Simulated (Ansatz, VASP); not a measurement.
**Si2Pb: VASP beside Ansatz**

Wanted: the spread between two codes on one cell, functional and k mesh. The cell is generated by rule, not measured, and may not be a known phase. Of the first pair: The two relaxations start from unlike cells of this crystal (the structure described is Ansatz's start), so only their ends are compared.

Calculated with Ansatz 0.2.0; plane waves, with VASP 6.6.1 beside it; relaxation of cell and atoms at PBEsol.

## (1) The structure

The structure is trigonal, space group R-3m (No. 166). Conventional cell: a = 3.553 Å, b = 3.553 Å, c = 14.071 Å, α = 90.00°, β = 90.00°, γ = 120.00°. Pb has 8 Si at 2.77 to 2.84 Å nearest. Si has 3 Si at 2.27 Å and 4 Pb at 2.77 to 2.84 Å nearest. Farther neighbours are not listed.

## (2) Ansatz: relaxation of cell and atoms, PBEsol, pair 1

Ansatz runs on its default PAW (the set named soft_2) files.

The relaxed volume is the usual yardstick between codes: in a stiff, nearly cubic crystal its relative difference is about their pressure difference at one cell divided by the bulk modulus.

File input.yaml:

```yaml
crystal:
  lattice:
    - [1.77664, 1.02574, 4.69044]
    - [-1.77664, 1.02574, 4.69044]
    - [0.0, -2.05149, 4.69044]
  atoms:
    - { symbol: Pb, position: [0.0, 0.0, 0.0] }
    - { symbol: Si, position: [0.798524, 0.798524, 0.798524] }
    - { symbol: Si, position: [0.201476, 0.201476, 0.201476] }
kpoints:
  mp_grid: { grid: [6, 6, 6] }
hamiltonian:
  xc: pbesol
scf:
  occupations: { method: gaussian, width: 0.1 }
output:
  forces: true
  stress: true
  eigenvalues: true
relax:
  adjacent_minimum: "off"
  f_tol: 0.05
  max_steps: 80
  cell: { stress_tol: 0.5 }
```

The run is started by

```bash
$ ansatz run input.yaml --threads 8 --pin off --max-ram 14336MiB --backend cpu --events-out ev --progress --plain --runs-dir out
```

Numbers of over 12 decimals in the logs are rounded to 6 here.

What it wrote:

```text
The last accepted step is kept in <dir> (removed where the run ends without a failure and the disk answers)
basis.fft_grid_basis auto: the FFT boxes are laid along the combinations [[1, 0, -1], [0, 1, -1], [0, 0, 1]] of the cell's own vectors, 3.553, 3.553 and 5.119 Å long. The dense box has 24×24×36 points. Along the cell's own vectors, as sized, it would have 36×36×36, 2.25 times as many. Of the 12 symmetry operations that the crystal satisfies within crystal.symmetry.tolerance (time reversal apart; of a slab, those that [...]
Engine: ansatz 0.2.0, aarch64-unknown-linux-gnu
Pseudopotentials: kind: paw
Pseudopotential: Pb, paw, valence charge 14, recommended cutoff 420 eV (normal), Pb.paw.azcp
Pseudopotential: Si, paw, valence charge 4, recommended cutoff 420 eV (normal), Si.paw.azcp
Functional definition: PBEsol
  exchange = pbesol_x
  correlation = pbesol_c
Crystal: 3 atoms, lattice volume = 51.286 Å³
Basis set: ecut = 420 eV, 993 PW (Γ), FFT grids on a1−a3, a2−a3, a3, exchange–correlation on 48×48×72 points (8 copies of the dense FFT grid, shifted against one another)
Bands: 15, of which v1, the nominal top of the filled ones, is band 11 counted from 1 (10 counted from 0)
Symmetry: 12 space group operations
Space group: R-3m (ITA 166), of the structure as read, at distance tolerance 3.7e-5 Å
k-points: 32 of 216
Non-local potential: Pb, projectors of the file, l = 0: 2, l = 1: 2, l = 2: 2, l = 3: 2
Non-local potential: Si, projectors of the file, l = 0: 2, l = 1: 2, l = 2: 2
PAW form: soft (Blöchl's): semilocal exchange-correlation on the pseudo side does not see the compensation charge
PAW frozen core: Pb, regenerated for the run's functional, and the local potential with it (the file was generated under x = pbe(κ = 0.804, μ = 0.219515), c = pbe(β = 0.066725))
PAW frozen core: Si, regenerated for the run's functional, and the local potential with it (the file was generated under x = pbe(κ = 0.804, μ = 0.219515), c = pbe(β = 0.066725))
PAW one-centre angular grid: Pb, 590 points (default); XC on 64 Gauss nodes
PAW one-centre angular grid: Si, 110 points (default); XC on 64 Gauss nodes
Initial density: superposition of atomic densities (neutral atoms: chi_scale 0, normalization atom), corrected by the library's trained network
Initial wavefunctions: pseudopotential atomic-orbital guess
Functional: x = pbesol(κ = 0.804, μ = 0.123457), c = pbesol(β = 0.046)
SCF iter   1: F=—  HF=-12995.749308 eV  |F-HF|=—  |Δ(HF+E_count)|=         —  Δρ=5.11e-3  dr2=4.81e-2  ethr=1.77e-3  ⟨swp⟩=6.4  Hψ=3077  notcnv=0
preconditioner: auto → Kerker (q_TF=auto, 2.369 Å⁻¹)  [metal: Δε(μ)=0.013 eV  Ē_g=14.153 eV  σ=0.100 eV  W_gap=0.07  n_scr=14 (ndim 8)  ℏωp=24.3 eV  f_vac=0.000  D(μ)=1.90/eV (n_scr^D=14)]
SCF iter   2: F=—  HF=-12995.739887 eV  |F-HF|=—  |Δ(HF+E_count)|=   9.42e-3  Δρ=3.18e-3  dr2=2.00e-2  ethr=2.19e-4  ⟨swp⟩=1.2  Hψ=749  notcnv=0  defer=1
SCF iter   3: F=—  HF=-12995.733839 eV  |F-HF|=—  |Δ(HF+E_count)|=   6.05e-3  Δρ=6.25e-4  dr2=2.47e-4  ethr=9.10e-5  ⟨swp⟩=2.0  Hψ=610  notcnv=0  defer=2
SCF iter   4: F=—  HF=-12995.733786 eV  |F-HF|=—  |Δ(HF+E_count)|=   5.31e-5  Δρ=2.16e-4  dr2=2.74e-5  ethr=1.12e-6  ⟨swp⟩=2.1  Hψ=804  notcnv=0  defer=2
SCF iter   5: F=—  HF=-12995.733782 eV  |F-HF|=—  |Δ(HF+E_count)|=   4.42e-6  Δρ=7.86e-5  dr2=3.17e-6  ethr=1.24e-7  ⟨swp⟩=2.3  Hψ=723  notcnv=0  defer=5
SCF iter   6: F=—  HF=-12995.733781 eV  |F-HF|=—  |Δ(HF+E_count)|=   5.09e-7  Δρ=1.41e-5  dr2=1.16e-7  ethr=1.44e-8  ⟨swp⟩=2.6  Hψ=861  notcnv=0  defer=5
SCF iter   7: F=-12995.733781 eV  HF=-12995.733781 eV  |F-HF|=3.87e-9  |Δ(HF+E_count)|=   1.12e-8  Δρ=4.99e-6  dr2=8.01e-9  ethr=4.55e-10  ⟨swp⟩=7.7  Hψ=2513  notcnv=0
SCF 1 converged in 7 iterations: F = -12995.733781 eV  dr2 = 8.01e-9
  greatest PAW one-centre occupation: 0.978 electrons in one spin orbital (limit 2), on the Pb atom at site 0 (counted from 0), in its partial waves of l = 2
relax step   1: F+E_penalty+E_count = -12995.73378107 eV  Δ(F+E_penalty+E_count) = +0.000e0 eV  max|allowed force component| = 7.328e-1 eV/Å  Δτ_max = 0.0000 Å  P = +31.732 GPa  Ω = 51.286 Å³  (7 SCF iters, dr2 threshold 1.00e-7 eV, accepted)
[...]
relax step   6: F+E_penalty+E_count = -12997.21682247 eV  Δ(F+E_penalty+E_count) = -8.026e-3 eV  max|allowed force component| = 2.884e-2 eV/Å  Δτ_max = 0.0169 Å  P = -0.292 GPa  Ω = 67.595 Å³  energy of the carried Pulay correction = -3.052e-3 eV  (5 SCF iters, dr2 threshold 3.00e-7 eV, accepted)
[...]
relax step   7: F+E_penalty+E_count = -12997.23506359 eV  Δ(F+E_penalty+E_count) = -1.824e-2 eV  max|allowed force component| = 3.075e-2 eV/Å  Δτ_max = 0.0000 Å  P = +0.057 GPa  Ω = 67.595 Å³  stress off target by 6.57e-1 GPa  SCF on the basis re-selected at this cell (its energy is not comparable with the rows above)  (5 SCF iters)
[...]
relax step   8: F+E_penalty+E_count = -12997.23625609 eV  Δ(F+E_penalty+E_count) = -1.193e-3 eV  max|allowed force component| = 9.232e-3 eV/Å  Δτ_max = 0.0059 Å  P = +0.033 GPa  Ω = 67.794 Å³  energy of the carried Pulay correction = -2.993e-5 eV  (5 SCF iters, dr2 threshold 3.00e-7 eV, accepted)
[...]
relax step   9: F+E_penalty+E_count = -12997.23629011 eV  Δ(F+E_penalty+E_count) = -3.401e-5 eV  max|allowed force component| = 9.201e-3 eV/Å  Δτ_max = 0.0000 Å  P = +0.033 GPa  Ω = 67.794 Å³  stress off target by 5.06e-2 GPa  SCF on the basis re-selected at this cell (its energy is not comparable with the rows above)  (3 SCF iters)
basis re-selected at this cell: Δ(F+E_penalty+E_count) = -3.401e-5 eV, ΔP = -0.000 GPa vs the last step (what re-selecting the basis moved, of the pressure what is left beyond the Pulay correction that the steps carried, after the strain that the cell walked since its last selection, with what the two solves' SCF thresholds leave and, on support functions, any second-order correction that the steps lacked; it is no m [...]
SCF converged after 3 iterations
Free energy (F): -12997.236290 eV
Harris-Foulkes:  -12997.236290 eV  (|F-HF|=2.69e-10)
Internal energy: -12997.231195 eV  (E = F + TS)
E sigma→0 (E₀):  -12997.233743 eV
Entropy (-TS):   -0.005095 eV (-1.698 meV/atom)
Fermi energy:    8.837031 eV
--- Per-component energies (eV) ---
  E_band       = -38.277130
  E_kinetic    = 368.576733
  E_local      = -1278.629218  (includes V_loc(G=0)·N_el)
  E_nonlocal   = 403.994583
  E_hartree    = 516.738938
  E_xc         = -328.577063
  E_vxc        = -226.574166  (∫ρ·V_xc dr)
  E_paw        = -11252.662948  (= ΣΔE_a)
  E_vpaw       = -339.123305  (= ΣTr[D̂ρ^β])
  E_aug_tail   = 0.000056  (compensation charges beyond the density's cutoff)
  E_ewald      = -1426.797514
  E_core_change = 0.125238  (= ΣΔE_core)
  E_smearing   = -0.005095  (= −TS)
  E_closure    = 0.000000  (closes the sum)
  Σ components = -12997.236290   (vs F -12997.236290, Δ=0.00e0)
--- Forces (eV/Å), atoms counted from 1 ---
  atom   1  Pb     0.00000000     0.00000000     0.00000000
  atom   2  Si     0.00000000     0.00000000    -0.00920126
  atom   3  Si     0.00000000    -0.00000000     0.00920126
  max |Σ_I F_I| component: 4.63e-18 eV/Å
--- Stress (GPa, compression-positive) ---
        0.024094      -0.000000       0.000000
       -0.000000       0.024094      -0.000000
        0.000000      -0.000000       0.050646
  P = ⅓ Tr σ = 0.0329 GPa (0.329 kbar)
--- Band table (eV; the first three rows and the last of 32) ---
  k-point 0: bands = [... 7 lower, 2.8712, 8.3392, 8.3392, 10.8181, 11.9453, 11.9453, 12.1648, 12.7855]
  k-point 1: bands = [... 7 lower, 3.3674, 6.0363, 7.7291, 9.5364, 10.9108, 11.8548, 13.0886, 13.2431]
  k-point 2: bands = [... 7 lower, 2.9973, 4.6598, 6.9658, 7.1299, 9.8366, 10.6907, 11.0540, 13.4051]
  k-point 31: bands = [... 7 lower, 7.2175, 7.9493, 8.1534, 8.1534, 11.2923, 11.9144, 11.9144, 14.0577]
--- Relaxed structure (7 steps of the walk, 7 accepted, 2 SCFs on fresh bases) ---
  F+E_penalty+E_count = -12997.23629011 eV   max|allowed force component| = 9.201e-3 eV/Å   (the final SCF, on the basis selected at the relaxed cell)
  cell:  # Å, volume = 67.7940 Å³
    - [1.866536, 1.077643, 5.617303]
    - [-1.866536, 1.077643, 5.617303]
    - [0, -2.155292, 5.617302]
  atoms:
    - { symbol: Pb, position: [0, 0, 0] }
    - { symbol: Si, position: [0.805216, 0.805216, 0.805216] }
    - { symbol: Si, position: [0.194784, 0.194784, 0.194784] }
```

In the SCF lines HF is the Harris–Foulkes energy and dr2 the Hartree energy of the density residual, in eV; the loop may stop once dr2 is under the threshold and the program's other checks hold. Hψ counts applications of the Hamiltonian.

## (3) VASP: relaxation of cell and atoms, PBEsol, pair 1

Its own start cell and the same functional, mesh and smearing now go to VASP, with its own data sets.

Lines of VASP's logs that name or quote its potential files are left out, and so is its time.

File INCAR:

```
SYSTEM = Si2Pb
PREC = Accurate
ENCUT = 500
EDIFF = 1E-07
NELM = 120
ISMEAR = 0
SIGMA = 0.1
LREAL = .FALSE.
ALGO = Normal
GGA = PS
NBANDS = 17
LORBIT = 11
LWAVE = .FALSE.
LCHARG = .FALSE.
ISIF = 3
IBRION = 2
NSW = 80
EDIFFG = -0.005
LASPH = .TRUE.
GGA_COMPAT = .FALSE.
NELMIN = 4
KPAR = 2
```

File POSCAR:

```
Si2Pb
1.0
    1.8674394319      1.0781647544      5.6110535837
   -1.8674394319      1.0781647544      5.6110535837
    0.0000000000     -2.1563355119      5.6110525514
Pb Si
1 2
Direct
    0.0000000000      0.0000000000      0.0000000000
    0.8051184993      0.8051184993      0.8051185029
    0.1948815717      0.1948815717      0.1948815682
```

File KPOINTS:

```
Automatic mesh
0
Gamma
6 6 6
0 0 0
```

The projector-augmented-wave data sets are Pb_d and Si (PBE family, release 64).

The run is started by

```bash
$ mpirun -np 2 vasp_std
```

What it wrote:

```text
[banner, memory and clock lines left out]
running    2 mpi-ranks, on    1 nodes
 distrk:  each k-point on    1 cores,    2 groups
 distr:  one band on    1 cores,    1 groups

 POSCAR found type information on POSCAR PbSi
 POSCAR found :  2 types and       3 ions
|                                                                             |
|               ----> ADVICE to this user running VASP <----                  |
|                                                                             |
|     You enforced a specific xc type in the INCAR file but a different       |
|     [... a line on the potential file left out ...]
|     I HOPE YOU KNOW WHAT YOU ARE DOING!                                     |
|                                                                             |

 LDA part: xc-table for (Slater+PW92), standard interpolation
 POSCAR, INCAR and KPOINTS ok, starting setup
 FFT: planning ... GRIDC
 FFT: planning ... GRID_SOFT
 FFT: planning ... GRID
 WAVECAR not read
 entering main loop
       N       E                     dE             d eps       ncg     rms          rms(c)
DAV:   1     0.143264767204E+03    0.14326E+03   -0.98692E+03  1088   0.122E+03
DAV:   2    -0.586202684607E+01   -0.14913E+03   -0.14528E+03  1158   0.302E+02
DAV:   3    -0.150453558232E+02   -0.91833E+01   -0.90858E+01  1490   0.790E+01
DAV:   4    -0.152489012891E+02   -0.20355E+00   -0.20337E+00  1376   0.128E+01
DAV:   5    -0.152562571433E+02   -0.73559E-02   -0.73554E-02  1551   0.223E+00    0.463E+00
DAV:   6    -0.148516568249E+02    0.40460E+00   -0.96001E-01  1481   0.674E+00    0.258E+00
DAV:   7    -0.148033795154E+02    0.48277E-01   -0.28651E-01  1423   0.265E+00    0.840E-01
DAV:   8    -0.148012574923E+02    0.21220E-02   -0.39349E-02  1346   0.140E+00    0.217E-01
DAV:   9    -0.148012000116E+02    0.57481E-04   -0.19256E-03  1422   0.288E-01    0.121E-01
DAV:  10    -0.148011817293E+02    0.18282E-04   -0.19324E-04  1299   0.963E-02    0.477E-02
DAV:  11    -0.148011830767E+02   -0.13475E-05   -0.87045E-05  1396   0.753E-02    0.111E-02
DAV:  12    -0.148011791737E+02    0.39030E-05   -0.24193E-05  1269   0.232E-02    0.114E-02
DAV:  13    -0.148011792428E+02   -0.69022E-07   -0.23190E-06  1461   0.995E-03    0.277E-03
DAV:  14    -0.148011791384E+02    0.10437E-06   -0.25213E-07  1059   0.403E-03    0.155E-03
DAV:  15    -0.148011791630E+02   -0.24590E-07   -0.21177E-08   596   0.143E-03
   1 F= -.14801179E+02 E0= -.14798604E+02  d E =-.148012E+02
[...]
2 F= -.14801196E+02 E0= -.14798632E+02  d E =-.167760E-04
[...]
3 F= -.14801196E+02 E0= -.14798633E+02  d E =-.167366E-04
 curvature:  -0.50 expect dE=-0.224E-05 dE for cont linesearch -0.466E-08
 trial: gam= 0.14769 g(F)=  0.319E-05 g(S)=  0.130E-05 ort =-0.565E-06 (trialstep = 0.101E+01)
 search vector abs. value=  0.507E-05
 bond charge predicted
       N       E                     dE             d eps       ncg     rms          rms(c)
DAV:   1    -0.148012041342E+02   -0.82143E-05   -0.26831E-04  1309   0.180E-01    0.118E-02
DAV:   2    -0.148011999368E+02    0.41974E-05   -0.11205E-05  1437   0.437E-02    0.600E-03
DAV:   3    -0.148011986491E+02    0.12878E-05   -0.41686E-06  1385   0.297E-02    0.135E-03
DAV:   4    -0.148011987581E+02   -0.10908E-06   -0.30475E-07   986   0.626E-03    0.536E-04
DAV:   5    -0.148011988032E+02   -0.45063E-07   -0.20406E-08   565   0.169E-03
   4 F= -.14801199E+02 E0= -.14798639E+02  d E =-.290358E-05
 trial-energy change:   -0.000003  1 .order   -0.000003   -0.000004   -0.000001
 step:   1.2219(harm=  1.2219)  dis= 0.00034  next Energy=   -14.801199 (dE=-0.269E-05)
 reached required accuracy - stopping structural energy minimisation
```

Parts of OUTCAR (step 3):

```text
ion  position               nearest neighbor table
   1  0.000  0.000  0.000-   3 3.18   3 3.18   3 3.18   2 3.18   2 3.18   2 3.18   2 3.28   3 3.28

  LATTYP: Found a trigonal (rhomboedric) cell.
 ALAT       =     6.0111306415
 COS(alpha) =     0.8069762456

 Subroutine GETGRP returns: Found 12 space group operations
 (whereof 12 operations were pure point group operations)

The static configuration has the point symmetry D_3d.

 Found     32 irreducible k-points:

   k-points           NKPTS =     32   k-points in BZ     NKDIM =     32   number of bands    NBANDS=     17

   dimension x,y,z NGX =    48 NGY =   48 NGZ =   48
   dimension x,y,z NGXF=    96 NGYF=   96 NGZF=   96

   ENCUT  =  500.0 eV  36.75 Ry    6.06 a.u.  10.96 10.96 10.96*2*pi/ulx,y,z

   NELECT =      22.0000    total number of electrons

 k-points in reciprocal lattice and weights: Automatic mesh
   0.00000000  0.00000000  0.00000000       0.005
   0.16666667  0.00000000  0.00000000       0.028
   0.33333333  0.00000000  0.00000000       0.028
   0.50000000 -0.00000000 -0.00000000       0.014
   0.16666667  0.16666667  0.00000000       0.028
   0.33333333  0.16666667  0.00000000       0.056
   0.50000000  0.16666667  0.00000000       0.056
  -0.33333333  0.16666667 -0.00000000       0.056
  -0.16666667  0.16666667  0.00000000       0.028
[...]
-0.33333333  0.50000000  0.33333333       0.028
   0.50000000  0.50000000  0.50000000       0.005

 average (electrostatic) potential at core
       1 -90.3217       2 -82.2609       3 -82.2609

 E-fermi :   6.9477

 k-point     1 :       0.0000    0.0000    0.0000
  band No.  band energies     occupation
    ...
      6      -5.3810      2.00000
      7      -1.4544      2.00000
      8       0.9796      2.00000
      9       6.4652      2.00000
     10       6.4652      2.00000
     11       8.9372      0.00000
     12      10.0626      0.00000
     13      10.0626      0.00000
     14      10.2636      0.00000
     15      10.8846      0.00000
    ...

 k-point     2 :       0.1667    0.0000    0.0000
  band No.  band energies     occupation
    ...
      6      -4.9968      2.00000
      7      -1.2255      2.00000
      8       1.4757      2.00000
      9       4.1602      2.00000
     10       5.8543      2.00000
     11       7.6363      0.00000
     12       9.0281      0.00000
     13       9.9554      0.00000
     14      11.2041      0.00000
     15      11.3610      0.00000
    ...

 k-point     3 :       0.3333    0.0000    0.0000
  band No.  band energies     occupation
    ...
      7      -0.5365      2.00000
      8       1.1166      2.00000
      9       2.7707      2.00000
     10       5.0909      2.00000
     11       5.2370      2.00000
     12       7.9518      0.00000
     13       8.7920      0.00000
     14       9.1679      0.00000
     15      11.5093      0.00000
     16      12.9390      0.00000
    ...

  Total        0.0025439      0.0025439     -0.0012626      0.0000000      0.0000000      0.0000000
  in kB        0.0600966      0.0600966     -0.0298285      0.0000000      0.0000000      0.0000000
  external PRESSURE =       0.0301215 kB  Pullay stress =       0.0000000 kB

  energy-cutoff  :      500.00
  volume of cell :       67.82
      direct lattice vectors                 reciprocal lattice vectors
     1.867156386  1.078001336  5.615770916     0.267786889  0.154606800  0.059356706
    -1.867156386  1.078001336  5.615770916    -0.267786889  0.154606800  0.059356706
     0.000000000 -2.156008680  5.615769884     0.000000000 -0.309213656  0.059356541

 POSITION                                       TOTAL-FORCE (eV/Angst)
 -----------------------------------------------------------------------------------
      0.00000      2.15600     11.23154         0.000000      0.000000     -0.000000
      0.00000     -0.00000     13.56439         0.000000     -0.000000      0.002527
      0.00000     -0.00000      3.28292         0.000000      0.000000     -0.002527
 -----------------------------------------------------------------------------------
    total drift:                                0.000000      0.000000      0.000007

  FREE ENERGIE OF THE ION-ELECTRON SYSTEM (eV)
  ---------------------------------------------------
  free  energy   TOTEN  =       -14.8011988032 eV

  energy  without entropy=      -14.7960798671  energy(sigma->0) =      -14.79863934

 reached required accuracy - stopping structural energy minimisation

 total charge
# of ion       s       p       d       tot
------------------------------------------
    1        1.406   0.683   9.824  11.913
    2        0.793   0.857   0.000   1.650
    3        0.793   0.857   0.000   1.650
--------------------------------------------------
tot          2.991   2.397   9.824  15.212

[... 3 further parts left out ...]
```

CONTCAR:

```
Si2Pb
   1.00000000000000
     1.8671563855599478    1.0780013358249851    5.6157709156391871
    -1.8671563855599478    1.0780013358249851    5.6157709156391871
     0.0000000000000000   -2.1560086797012032    5.6157698835975367
  Pb              Si
     1     2
Direct
     1.0000000000000000    1.0000000000000000    0.0000000000000000
     0.8051367484123292    0.8051367484123292    0.8051367520123295
     0.1948633225876731    0.1948633225876731    0.1948633190876746
```

## (4) Side by side

Known differences besides the potentials themselves: the cutoff is 420 eV in Ansatz and 500 eV in VASP; Ansatz makes its cores anew for this functional, VASP keeps those of its PBE data sets; Ansatz adds a Pulay correction to the stress that steers its cell, VASP none. Total energies have different zeros and are not compared.

Compared:

```
                                         quantity  Ansatz   VASP  difference
                                      volume (Å³)   67.79  67.82     -0.04 %
edge a after relaxation, in the typed setting (Å)   6.017  6.015     +0.02 %
```

[end of part 1 of 2]

[Lines on the potential files, build, host, timing and source positions are cut from VASP's logs without a mark.]

[Logs are printed without paths, hosts, clocks, repeated set-up lines and the standing remarks that a program may print on its own settings, such as how far it seeks lower states.]

[Hosts, paths, dates, database ids (printed as entryN), source tags and the programs' standing remarks are cut or masked in the printed files.]
